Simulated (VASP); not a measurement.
Shape and ions are relaxed at each volume.

Energy against volume of MgH2 (rutile). Method: PBE GGA, VASP's PBE PAW potentials (set 64) (plane waves; VASP).

```
V (Å³/atom)  E (eV/atom)
-----------  -----------
9.579           -2.93561
9.884           -2.94055
10.190          -2.94223
10.496          -2.94110
10.801          -2.93749
```

Fit a third-order Birch-Murnaghan equation of state.

```
Item                                            Result
---------------------------------------  -------------
volume per atom                          10.21 Å³/atom
bulk modulus                                  49.0 GPa
pressure derivative of the bulk modulus           3.66
```

The compound is MgH2 in the rutile structure. It was relaxed first.
